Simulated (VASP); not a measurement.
Runs of VASP 6.6.1 on MgO (Periclase). All rows change the cell; the cell of one of them follows. Symmetry: Fm-3m, No. 225, cubic system. Conventional cell: a = 4.122 Å, b = 4.122 Å, c = 4.122 Å, α = 90.00°, β = 90.00°, γ = 90.00°. Mg (site symmetry m-3m) has 6 O at 2.06 Å as nearest neighbours. O (site symmetry m-3m) is surrounded by 6 Mg at 2.06 Å. 

```tsv
level	potentials or basis	cell	k mesh	cutoff (eV)	mesh quality	gap on the mesh (eV)	pressure (GPa)
PBEsol	VASP PAW PBE potentials, release 64 (Mg, O)	atoms relaxed from: a relaxed cell with its volume scaled by 0.94	12 × 12 × 12	600	not flagged	(c)	11.4
PBEsol	VASP PAW PBE potentials, release 64 (Mg, O)	atoms relaxed from: a relaxed cell with its volume scaled by 1.02	12 × 12 × 12	600	not flagged	4.48	-3.1
PBE	VASP PAW PBE potentials, release 64 (Mg, O)	atoms relaxed from: a relaxed cell with its volume scaled by 1.06	12 × 12 × 12	600	not flagged	(b)	-7.9
PBE	VASP PAW PBE potentials, release 64 (Mg, O_s)	atoms relaxed from: a relaxed cell with its volume scaled by 0.96	6 × 6 × 6	300	coarse	4.98	-
PBEsol	VASP PAW PBE potentials, release 64 (Mg, O)	atoms relaxed from: a relaxed cell with its volume scaled by 0.98	12 × 12 × 12	600	not flagged	4.86	3.4
PBE	VASP PAW PBE potentials, release 64 (Mg, O)	atoms relaxed from: a relaxed cell with its volume scaled by 0.96	12 × 12 × 12	600	not flagged	4.90	6.8
PBEsol	VASP PAW PBE potentials, release 64 (Mg, O)	atoms relaxed from: a relaxed cell with its volume scaled by 0.96	12 × 12 × 12	600	not flagged	5.07	7.2
PBE	VASP PAW PBE potentials, release 64 (Mg, O)	atoms relaxed from: a relaxed cell with its volume scaled by 1.04	12 × 12 × 12	600	not flagged	(a)	-5.5
```

Alike in all rows: task relaxation of the atoms; no spin polarisation; smearing gaussian 0.03 eV.

Task: Fill in the values left out.

Result: (a) 4.14; (b) 3.97; (c) 5.29.

Caveats: some runs use coarse meshes; the relaxation stopped at its first step, so nothing moved; the PAW data sets were made with another functional, which shifts forces and pressure a little (some runs); the cutoff is under 1.25 times the usual one of these potentials, so pressure, stress and relaxed cells hold a basis-set (Pulay) error (some runs).

A k mesh can miss the band edges.
